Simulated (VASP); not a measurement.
All values below come from r2SCAN meta-GGA with spin-orbit coupling, VASP's PBE PAW potentials (set 64) (plane waves; VASP 6.6.1).

Input for VASP

**INCAR**
```
ENCUT=400
LASPH=.TRUE.   # aspherical one-centre terms
LCHARG=.FALSE.
LMAXMIX=6   # l cut-off of mixed one-centre charges
PREC=Accurate
GGA_COMPAT=.FALSE.
ALGO=Normal   # blocked Davidson
ISMEAR=0   # Gaussian
METAGGA=R2SCAN
EDIFF=1E-6   # SCF stop (eV)
SYSTEM=CuAu
LREAL=.FALSE.   # projection in real space or not
LSORBIT=.TRUE.
LWAVE=.FALSE.
LMIXTAU=.TRUE.
MAGMOM=6*0
NELM=100   # most electronic steps
SIGMA=0.05
```

### KPOINTS
```
Regular mesh
0
gamma
  11 11 9
0 0 0
```

File KPOINTS_OPT:
```
k-points along high-symmetry lines
5
Line-mode
Reciprocal
  0.000000   0.000000   0.000000 ! GAMMA
  0.000000   0.500000   0.000000 ! X

  0.000000   0.500000   0.000000 ! X
  0.500000   0.500000   0.000000 ! M

  0.500000   0.500000   0.000000 ! M
  0.000000   0.000000   0.000000 ! GAMMA

  0.000000   0.000000   0.000000 ! GAMMA
  0.000000   0.000000   0.500000 ! Z

  0.000000   0.000000   0.500000 ! Z
  0.000000   0.500000   0.500000 ! R

  0.000000   0.500000   0.500000 ! R
  0.500000   0.500000   0.500000 ! A

  0.500000   0.500000   0.500000 ! A
  0.000000   0.000000   0.500000 ! Z

  0.000000   0.500000   0.000000 ! X
  0.000000   0.500000   0.500000 ! R

  0.500000   0.500000   0.000000 ! M
  0.500000   0.500000   0.500000 ! A
```

POSCAR:
```
CuAu
1
    2.8673139389     0.0000000000    -0.0000000000
   -0.0000000000     2.8673139389    -0.0000000000
    0.0000000000     0.0000000000     3.5329084820
Cu Au
1 1
Direct
  0.0000000000   0.0000000000   0.0000000000
  0.5000000000   0.5000000000   0.5000000000
```

POTCAR, in this order: Cu Au (PBE.64 set). Program: vasp_ncl.

What VASP printed:

OSZICAR:
```
       N       E                     dE             d eps       ncg     rms          rms(c)
DAV:   1     0.114625779483E+03    0.11463E+03   -0.90004E+03  6592   0.179E+03
DAV:   2    -0.542088088785E+02   -0.16883E+03   -0.15704E+03  6516   0.378E+02
DAV:   3    -0.679004674638E+02   -0.13692E+02   -0.13028E+02  7364   0.130E+02
DAV:   4    -0.681937151143E+02   -0.29325E+00   -0.29264E+00  8106   0.194E+01
DAV:   5    -0.682030261433E+02   -0.93110E-02   -0.93103E-02  8984   0.282E+00    0.127E+01
DAV:   6    -0.623303876804E+02    0.58726E+01   -0.13423E+01  8048   0.101E+02    0.727E+00
DAV:   7    -0.618565922877E+02    0.47380E+00   -0.36254E+00  7246   0.939E+01    0.600E+00
DAV:   8    -0.618285986460E+02    0.27994E-01   -0.21956E-01  9882   0.136E+01    0.326E+00
DAV:   9    -0.618328499557E+02   -0.42513E-02   -0.51191E-02  8994   0.460E+00    0.572E-01
DAV:  10    -0.618358570274E+02   -0.30071E-02   -0.10422E-02  7876   0.173E+00    0.138E-01
DAV:  11    -0.618358211178E+02    0.35910E-04   -0.15893E-03  7288   0.480E-01    0.581E-02
DAV:  12    -0.618358578600E+02   -0.36742E-04   -0.74645E-04  8582   0.662E-01    0.399E-02
DAV:  13    -0.618359045354E+02   -0.46675E-04   -0.68215E-05  8798   0.197E-01    0.276E-02
DAV:  14    -0.618358974367E+02    0.70987E-05   -0.44375E-05  8652   0.124E-01    0.277E-03
DAV:  15    -0.618358981847E+02   -0.74803E-06   -0.94440E-07  5328   0.166E-02
   1 F= -.61835898E+02 E0= -.61835452E+02  d E =-.892721E-03  mag=     0.0000     0.0000     0.0000
       N       E                     dE             ncg
```

File OUTCAR:
```
------------------------ aborting loop because EDIFF is reached ----------------------------------------
  FORCE on cell =-STRESS in cart. coord.  units (eV):
  Direction    XX          YY          ZZ          XY          YZ          ZX
  --------------------------------------------------------------------------------------
  Total       -0.1272123     -0.1272123     -0.1130787      0.0000000      0.0000000      0.0000000
  in kB       -7.0170872     -7.0170872     -6.2374702      0.0000000      0.0000000      0.0000000
  external PRESSURE =      -6.7572149 kB  Pullay stress =       0.0000000 kB
  volume of cell :       29.05
      direct lattice vectors                 reciprocal lattice vectors
     2.867313939  0.000000000  0.000000000     0.348758462  0.000000000  0.000000000
     0.000000000  2.867313939  0.000000000     0.000000000  0.348758462  0.000000000
     0.000000000  0.000000000  3.532908482     0.000000000  0.000000000  0.283052902
 POSITION                                       TOTAL-FORCE (eV/Angst)
 -----------------------------------------------------------------------------------
      0.00000      0.00000      0.00000         0.000000      0.000000      0.000000
      1.43366      1.43366      1.76645         0.000000      0.000000      0.000000
 -----------------------------------------------------------------------------------
    total drift:                               -0.000000      0.000000      0.000000
  FREE ENERGIE OF THE ION-ELECTRON SYSTEM (eV)
  ---------------------------------------------------
  free  energy   TOTEN  =       -61.8358981847 eV

  energy  without entropy=      -61.8350054635  energy(sigma->0) =      -61.83545182

 Ion:    1  E_soc:     -0.0149987

 Ion:    2  E_soc:     -0.5799700
```
(Selected blocks of OUTCAR.)

The compound is CuAu in the L1_0 structure. It was relaxed first.
